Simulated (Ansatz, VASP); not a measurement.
**Two plane-wave programs on Ca2ZrN2**

Contents of INCAR:

```
SYSTEM = Ca2ZrN2
  ALGO = Normal
  EDIFF = 1E-6
  ENCUT = 520
  GGA = PE
  ISIF = 2
  ISMEAR = 0
  LASPH = .TRUE.
  LCHARG = .FALSE.
  LREAL = .FALSE.
  LWAVE = .FALSE.
  NBANDS = 29
  NELM = 80
  PREC = Accurate
  SIGMA = 0.1
```

KPOINTS

```
k-points
0
G
  6 6 6
  0 0 0
```

The input POSCAR:

```
Ca2ZrN2
1.0
    2.3090683600      1.3331412400      4.5929104200
   -2.3090683600      1.3331412400      4.5929104200
    0.0000000000     -2.6662824800      4.5929104200
Ca Zr N
2 1 2
Direct
    0.4030280800      0.4030280800      0.4030280800
    0.5969719200      0.5969719200      0.5969719200
    0.0000000000      0.0000000000      0.0000000000
    0.2003339300      0.2003339300      0.2003339300
    0.7996660700      0.7996660700      0.7996660700
```

Input for Ansatz:

```yaml
crystal:
  lattice:
    - [2.30906836, 1.33314124, 4.59291042]
    - [-2.30906836, 1.33314124, 4.59291042]
    - [0.0, -2.66628248, 4.59291042]
  atoms:
    - { symbol: Ca, position: [0.40302808, 0.40302808, 0.40302808] }
    - { symbol: Ca, position: [0.59697192, 0.59697192, 0.59697192] }
    - { symbol: Zr, position: [0.0, 0.0, 0.0] }
    - { symbol: "N", position: [0.20033393, 0.20033393, 0.20033393] }
    - { symbol: "N", position: [0.79966607, 0.79966607, 0.79966607] }
basis:
  ecutwfc: 420
kpoints:
  mp_grid: { grid: [6, 6, 6] }
hamiltonian:
  xc: pbe
scf:
  occupations: { method: gaussian, width: 0.1 }
  lower_state_search: "off"
output:
  forces: true
  stress: true
  eigenvalues: true
```

Alike in both runs: task single point; functional PBE; k mesh 6 × 6 × 6; occupations gaussian, width 0.1 eV; no spin polarisation.

|  | VASP | Ansatz |
| --- | --- | --- |
| version | VASP 6.6.1 | Ansatz 0.2.0 |
| potentials or method | VASP PAW PBE potentials, release 64 (Ca_sv, Zr_sv, N) | scalar-relativistic, plane waves, PAW |
| plane-wave cutoff (eV) | 520 | 420 |
| valence electrons in the cell | 42 | 42 |

Ansatz gave:

- gap on the k mesh at the Fermi level (eV): none
- pressure (GPa): -3.1
- largest component of the traceless stress (GPa): 20.75
- rms of the force components (eV/Å): 0.667

Problem. What did VASP give for the same quantities?

Solution. gap on the k mesh at the Fermi level (eV): none; pressure (GPa): -2.9; largest component of the traceless stress (GPa): 20.74; rms of the force components (eV/Å): 0.664.

Atom by atom the forces differ by 0.004 eV/Å (rms over components). A gap of «none» marks a metal or a gap that the smearing closes. The functional is the same, so the differences come from potentials, cutoffs and numerics.

Caveats: forces of over 1 eV/Å show positions far from the minimum, so gaps and moduli don't describe the material at rest.
